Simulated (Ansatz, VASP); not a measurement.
**Ti3W2 in VASP and in Ansatz**

Contents of INCAR:

```
ALGO     = Fast           # electronic algorithm
EDIFF    = 1E-7           # SCF threshold, eV
ENCUT    = 520            # plane-wave cutoff, eV
GGA      = PE             # functional
ISIF     = 2              # what is computed and relaxed
ISMEAR   = 0              # smearing method
LASPH    = True           # aspherical terms in the spheres
LCHARG   = False          # write CHGCAR
LREAL    = False          # projectors in reciprocal space
LWAVE    = False          # write WAVECAR
NBANDS   = 40             # bands
NELM     = 100            # most SCF steps
PREC     = Accurate       # precision mode
SIGMA    = 0.1            # smearing width, eV
```

File KPOINTS:

```
k-points
0
Gamma
  6 6 6
```

The input POSCAR:

```
Ti3W2
1.0
    2.2726032000      1.3120881000      4.5638584000
   -2.2726032000      1.3120881000      4.5638584000
    0.0000000000     -2.6241762000      4.5638584000
Ti W
3 2
Direct
    0.6030400000      0.6030400000      0.6030400000
    0.3969600000      0.3969600000      0.3969600000
    0.0000000000      0.0000000000      0.0000000000
    0.1982590000      0.1982590000      0.1982590000
    0.8017410000      0.8017410000      0.8017410000
```

Input for Ansatz:

```yaml
crystal:
  lattice:
    - [2.2726032, 1.3120881, 4.5638584]
    - [-2.2726032, 1.3120881, 4.5638584]
    - [0.0, -2.6241762, 4.5638584]
  atoms:
    - { symbol: Ti, position: [0.60304, 0.60304, 0.60304] }
    - { symbol: Ti, position: [0.39696, 0.39696, 0.39696] }
    - { symbol: Ti, position: [0.0, 0.0, 0.0] }
    - { symbol: W, position: [0.198259, 0.198259, 0.198259] }
    - { symbol: W, position: [0.801741, 0.801741, 0.801741] }
basis:
  ecutwfc: 420
kpoints:
  mp_grid: { grid: [6, 6, 6] }
hamiltonian:
  xc: pbe
scf:
  occupations: { method: gaussian, width: 0.1 }
  lower_state_search: "off"
output:
  forces: true
  stress: true
  eigenvalues: true
```

Alike in both runs: task single point; functional PBE; k mesh 6 × 6 × 6; occupations gaussian, width 0.1 eV; no spin polarisation.

|  | VASP | Ansatz |
| --- | --- | --- |
| version | VASP 6.6.1 | Ansatz 0.2.0 |
| potentials or method | VASP PAW PBE potentials, release 64 (Ti_sv, W_sv) | scalar-relativistic, plane waves, PAW |
| plane-wave cutoff (eV) | 520 | 420 |
| valence electrons in the cell | 64 | 64 |

|  | VASP | Ansatz | Ansatz less VASP |
| --- | --- | --- | --- |
| gap on the k mesh at the Fermi level (eV) | none | none | - |
| pressure (GPa) | 0.2 | 0.2 | +0.04 |
| largest component of the traceless stress (GPa) | 0.46 | 0.49 | +0.029 |
| rms of the force components (eV/Å) | 0.017 | 0.020 | +0.0033 |

Atom by atom the forces differ by 0.003 eV/Å (rms over components). A gap of «none» marks a metal or a gap that the smearing closes.

The runs have no spin-orbit coupling, so splittings on W are missing.
